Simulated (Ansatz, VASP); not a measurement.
# W (W(111)) in two plane-wave programs, part 2 of 2

Wanted: the spread between two codes on one cell, functional and k mesh. Of the first pair: The cell is taken from a series of runs on this material, whose earlier steps may have relaxed, scaled, displaced or heated it; both programs get it as it stands.

VASP 6.6.1 and Ansatz 0.2.0.

So far. Step 4 (Side by side): The forces differ by 105 meV/Å r.m.s., which is 20.6 % of the r.m.s. force of 0.511 eV/Å (both taken over all components). With vacuum in the cell, a pressure given here is an average over mostly empty space and none of the material.

## (6) Ansatz: relaxation, PBE

Level of this step: Ansatz beside VASP: Kohn-Sham DFT, plane waves, PBE (Ansatz).

The two programs are compared at the cell with which this relaxation starts, whose forces are those of its first step.

The structure compared here is the start of the Ansatz relaxation; VASP solves that cell, so the two are compared at the walk's first step.

input.yaml

```yaml
crystal:
  lattice:
    - [4.4689148571, 0.0, 0.0]
    - [2.2344574285, 3.8701937936, 0.0]
    - [0.0, 0.0, 20.3854939772]
  atoms:
    - { symbol: W, position: [0.6666666667, 0.6666666667, 0.3433814264] }
    - { symbol: W, position: [0.0, 0.0, 0.3881295903] }
    - { symbol: W, position: [0.3333333333, 0.3333333333, 0.4328777542] }
    - { symbol: W, position: [0.6666666667, 0.6666666667, 0.4776259181] }
    - { symbol: W, position: [0.0, 0.0, 0.5223740819] }
    - { symbol: W, position: [0.3333333333, 0.3333333333, 0.5671222458] }
    - { symbol: W, position: [0.6666666667, 0.6666666667, 0.6118704097] }
    - { symbol: W, position: [0.0, 0.0, 0.6566185736] }
kpoints:
  mp_grid: { grid: [8, 8, 1] }
hamiltonian:
  xc: pbe
scf:
  occupations: { method: fermi_dirac, width: 0.1 }
efield:
  axis: 3
  dipole_correction: true
  ramp_width: 0.05
relax:
  f_tol: 0.02
  max_steps: 60
  constraints: [{ sites: [0, 1, 2, 3] }]
output:
  write_potential: true
  write_density: true
  volumetric_format: npy
```

Command:

```sh
$ ansatz run input.yaml --threads 2 --pin off --max-ram 4096MiB --backend cpu --events-out ev --progress --plain --runs-dir out
```

Numbers of over 12 decimals in the logs are rounded to 6 here.

The log of the run:

```text
[...]
Crystal: 8 atoms, lattice volume = 352.579 Å³
Basis set: ecut = 420 eV, 6939 PW (Γ), exchange–correlation on 60×60×288 points (8 copies of the dense FFT grid, shifted against one another)
Bands: 68, of which v1, the nominal top of the filled ones, is band 56 counted from 1 (55 counted from 0)
Symmetry: 6 space group operations
[...]
- { symbol: W, position: [0.0, 0.0, 0.3881295903] }
    - { symbol: W, position: [0.333333, 0.333333, 0.4328777542] }
    - { symbol: W, position: [0.666667, 0.666667, 0.4776259181] }
    - { symbol: W, position: [0, 0, 0.522145] }
    - { symbol: W, position: [0.333333, 0.333333, 0.573907] }
    - { symbol: W, position: [0.666667, 0.666667, 0.609484] }
    - { symbol: W, position: [-1.9486423273868892e-18, -1.9486423274086884e-18, 0.646622] }
[key lines of the parts left out:]
SCF converged after 5 iterations
Free energy (F): -83070.418962 eV
Fermi energy:    5.514456 eV
Dipole field:    D = -0.006636 V/Å  (p = -0.012930 e·Å, saw-weighted, corrected)
Work function:   Φ+ = 4.1710 eV   Φ− = 4.0357 eV
```

## (7) VASP: single point, PBE, start cell, pair 2

The same cell, functional, mesh and smearing now go to VASP, with its own data sets.

INCAR

```
SYSTEM = W
PREC = Accurate
ENCUT = 520
EDIFF = 1E-06
NELM = 120
ISMEAR = -1
SIGMA = 0.1
LREAL = .FALSE.
ALGO = Normal
GGA = PE
NBANDS = 32
LASPH = .TRUE.
LORBIT = 11
LWAVE = .FALSE.
LCHARG = .FALSE.
ISIF = 2
LDIPOL = .TRUE.
IDIPOL = 3
DIPOL = 0.5 0.5 0.5
LVHAR = .TRUE.
GGA_COMPAT = .FALSE.
NELMDL = -8
KPAR = 2
```

POSCAR

```
W
1.0
    4.4689148571      0.0000000000      0.0000000000
    2.2344574285      3.8701937936      0.0000000000
    0.0000000000      0.0000000000     20.3854939772
W
8
Direct
    0.6666666094      0.6666666733      0.3433814264
    0.9999999428      0.0000000067      0.3881295694
    0.3333332761      0.3333333400      0.4328777615
    0.6666666094      0.6666666733      0.4776259045
    0.9999999428      0.0000000067      0.5223740966
    0.3333332761      0.3333333400      0.5671222396
    0.6666666094      0.6666666733      0.6118704317
    0.9999999428      0.0000000067      0.6566185747
```

KPOINTS

```
Automatic mesh
0
Gamma
8 8 1
0 0 0
```

PAW data sets: W (PBE family, release 64).

Command:

```sh
$ mpirun -np 2 vasp_std
```

The log of the run:

```text
[... set-up lines as in an earlier step ...]
 entering main loop
       N       E                     dE             d eps       ncg     rms          rms(c)
DAV:   1     0.231508721465E+03    0.23151E+03   -0.17460E+04   640   0.118E+03
DAV:   2    -0.691175773315E+02   -0.30063E+03   -0.28157E+03   928   0.247E+02
DAV:   3    -0.100879051740E+03   -0.31761E+02   -0.30292E+02   800   0.778E+01
DAV:   4    -0.103304454543E+03   -0.24254E+01   -0.23668E+01  1064   0.181E+01
[...]
DAV:  28    -0.955857879329E+02   -0.32171E-05   -0.25574E-07   520   0.199E-03    0.158E-03
DAV:  29    -0.955857892084E+02   -0.12756E-05   -0.18671E-07   504   0.171E-03    0.374E-04
DAV:  30    -0.955857893449E+02   -0.13644E-06   -0.69996E-08   464   0.128E-03
   1 F= -.95585789E+02 E0= -.95466035E+02  d E =-.239508E+00
```

OUTCAR, selected parts (step 7):

```text
  Total      -11.5232244    -11.5232244    -10.3884140      0.0000000     -0.0000000      0.0000000
  in kB      -52.3634881    -52.3634881    -47.2067171      0.0000000     -0.0000000      0.0000000
  external PRESSURE =     -50.6445644 kB  Pullay stress =       0.0000000 kB

 POSITION                                       TOTAL-FORCE (eV/Angst)
 -----------------------------------------------------------------------------------
      4.46891      2.58013      7.00000        -0.000000      0.000000      2.265245
      4.46891      0.00000      7.91221        -0.000000      0.000000     -0.014275
      2.23446      1.29006      8.82443        -0.000000      0.000000     -1.153175
      4.46891      2.58013      9.73664        -0.000000     -0.000000     -1.014266
      4.46891      0.00000     10.64885         0.000000      0.000000      1.014266
      2.23446      1.29006     11.56107         0.000000      0.000000      1.153175
      4.46891      2.58013     12.47328        -0.000000     -0.000000      0.014275
      4.46891      0.00000     13.38549         0.000000      0.000000     -2.265245
 -----------------------------------------------------------------------------------
    total drift:                                0.000030     -0.000003      0.000015

  FREE ENERGIE OF THE ION-ELECTRON SYSTEM (eV)
  ---------------------------------------------------
  free  energy   TOTEN  =       -95.5857893449 eV

  energy  without entropy=      -95.3462811344  energy(sigma->0) =      -95.46603524

[... 2 parts as in an earlier step ...]

[... 1 further part left out ...]
[key lines of the parts left out:]
E-fermi :   0.2499
```

## (8) Comparison

What differs besides the data sets and the points named for the pairs above, as far as they apply: the data sets hold 112 valence electrons in Ansatz (on its default PAW (the set named soft_2) files) and 48 in VASP. Total energies have different zeros and are not compared.

Forces (eV/Å; atoms numbered as in POSCAR):

| atom | Ansatz x, y, z | VASP x, y, z |
| --- | --- | --- |
| W1 | 0.000, 0.000, 2.030 | 0.000, 0.000, 2.265 |
| W2 | 0.000, 0.000, -0.122 | 0.000, 0.000, -0.014 |
| W3 | 0.000, 0.000, -1.247 | 0.000, 0.000, -1.153 |
| W4 | 0.000, 0.000, -0.978 | 0.000, 0.000, -1.014 |
| W5 | 0.000, 0.000, 0.978 | 0.000, 0.000, 1.014 |
| W6 | 0.000, 0.000, 1.247 | 0.000, 0.000, 1.153 |
| W7 | 0.000, 0.000, 0.122 | 0.000, 0.000, 0.014 |
| W8 | 0.000, 0.000, -2.030 | 0.000, 0.000, -2.265 |

The forces differ by 80 meV/Å r.m.s., which is 10.2 % of the r.m.s. force of 0.790 eV/Å (both taken over all components). With vacuum in the cell, a pressure given here is an average over mostly empty space and none of the material.

## (9) Ansatz: relaxation, PBE

This run makes the geometry at which the two programs are then compared.

The structure compared here is the end of the Ansatz relaxation.

input.yaml is that of step 6.

Command:

```sh
$ ansatz run input.yaml --threads 2 --pin off --max-ram 4096MiB --backend cpu --events-out ev --progress --plain --runs-dir out
```

The log of the run:

```text
[...]
Crystal: 8 atoms, lattice volume = 352.579 Å³
Basis set: ecut = 420 eV, 6939 PW (Γ), exchange–correlation on 60×60×288 points (8 copies of the dense FFT grid, shifted against one another)
Bands: 68, of which v1, the nominal top of the filled ones, is band 56 counted from 1 (55 counted from 0)
Symmetry: 6 space group operations
[...]
atoms:
    - { symbol: W, position: [0.666667, 0.666667, 0.3433814264] }
    - { symbol: W, position: [0.0, 0.0, 0.3881295903] }
    - { symbol: W, position: [0.333333, 0.333333, 0.4328777542] }
    - { symbol: W, position: [0.666667, 0.666667, 0.4776259181] }
    - { symbol: W, position: [0, 0, 0.522145] }
    - { symbol: W, position: [0.333333, 0.333333, 0.573907] }
    - { symbol: W, position: [0.666667, 0.666667, 0.609484] }
[...]
[key lines of the parts left out:]
SCF converged after 5 iterations
Free energy (F): -83070.418962 eV
Fermi energy:    5.514456 eV
Dipole field:    D = -0.006636 V/Å  (p = -0.012930 e·Å, saw-weighted, corrected)
Work function:   Φ+ = 4.1710 eV   Φ− = 4.0357 eV
```

## (10) VASP: single point, PBE, relaxed cell, pair 3

The same cell, functional, mesh and smearing now go to VASP, with its own data sets.

INCAR is that of step 7.

POSCAR

```
W
1.0
    4.4689148571      0.0000000000      0.0000000000
    2.2344574285      3.8701937936      0.0000000000
    0.0000000000      0.0000000000     20.3854939772
W
8
Direct
    0.6666666667      0.6666666667      0.3433814264
    0.0000000000      0.0000000000      0.3881295903
    0.3333333334      0.3333333334      0.4328777542
    0.6666666667      0.6666666667      0.4776259181
    0.0000000000      0.0000000000      0.5221447766
    0.3333333334      0.3333333334      0.5739072716
    0.6666666667      0.6666666667      0.6094843480
    0.0000000000      0.0000000000      0.6466219203
```

KPOINTS is that of step 7.

Command:

```sh
$ mpirun -np 2 vasp_std
```

The log of the run:

```text
[... set-up lines as in an earlier step ...]
 entering main loop
       N       E                     dE             d eps       ncg     rms          rms(c)
[... 41 cycles as in an earlier step ...]
   1 F= -.95939259E+02 E0= -.95823864E+02  d E =-.230790E+00
```

Parts of OUTCAR (step 10):

```text
[... 6 parts as in an earlier step ...]

[... 1 further part left out ...]
[key lines of the parts left out:]
E-fermi :   0.1706
```

## (11) Differences

What differs besides the data sets and the points named for the pairs above, as far as they apply: the data sets hold 112 valence electrons in Ansatz (on its default PAW (the set named soft_2) files) and 48 in VASP. Total energies have different zeros and are not compared.

Both answers:

| quantity | Ansatz | VASP | difference |
| --- | --- | --- | --- |
| work function, lower of the two faces (eV) | 4.04 | 4.06 | -0.02 |
| work function, higher of the two faces (eV) | 4.17 | 4.18 | -0.01 |

Forces (eV/Å; atoms numbered as in POSCAR):

| atom | Ansatz x, y, z | VASP x, y, z |
| --- | --- | --- |
| W1 | 0.000, 0.000, 1.919 | 0.000, 0.000, 2.155 |
| W2 | 0.000, 0.000, -0.251 | 0.000, 0.000, -0.150 |
| W3 | 0.000, 0.000, -1.054 | 0.000, 0.000, -1.000 |
| W4 | 0.000, 0.000, -0.611 | 0.000, 0.000, -0.637 |
| W5 | 0.000, 0.000, -0.001 | 0.000, 0.000, 0.175 |
| W6 | 0.000, 0.000, -0.002 | 0.000, 0.000, -0.031 |
| W7 | 0.000, 0.000, 0.001 | 0.000, 0.000, -0.128 |
| W8 | 0.000, 0.000, -0.001 | 0.000, 0.000, -0.385 |

The forces differ by 105 meV/Å r.m.s., which is 20.6 % of the r.m.s. force of 0.511 eV/Å (both taken over all components). With vacuum in the cell, a pressure given here is an average over mostly empty space and none of the material.

## (12) Summary of results

```yaml
r_m_s_force_difference_single_point_pbe_pair_1: 21 % of the r.m.s. force
r_m_s_force_difference_single_point_pbe_start_cell_pair_2: 10 % of the r.m.s. force
r_m_s_force_difference_single_point_pbe_relaxed_cell_pair_3: 21 % of the r.m.s. force
```

What this shows: The r.m.s. force difference is 21 % of the r.m.s. force (single point, PBE, pair 1), beyond the 3 % picked in this series as the mark of a large difference. The data sets hold unlike numbers of valence electrons (112 in Ansatz and 48 in VASP), so part of the differences comes from the potentials. Single point, PBE, pair 1, VASP with the data sets W_sv and a cutoff of 400 eV: r.m.s. force difference goes from 105 to 16 meV/Å; the difference in work function, lower of the two faces goes from -0.020 to -0.0019 eV; the difference in work function, higher of the two faces goes from -0.012 to 2.0e-5 eV. What causes the difference of the single point, PBE, start cell, pair 2 pair stays open here. What causes the difference of the single point, PBE, relaxed cell, pair 3 pair stays open here. How closely two codes agree says nothing of how well the functional describes the real material.

[Lines on the potential files, build, host, timing and source positions are cut from VASP's logs without a mark.]

[Logs are printed without paths, hosts, clocks, repeated set-up lines and the standing remarks that a program may print on its own settings, such as how far it seeks lower states.]

[Hosts, paths, dates, database ids (printed as entryN), source tags and the programs' standing remarks are cut or masked in the printed files.]
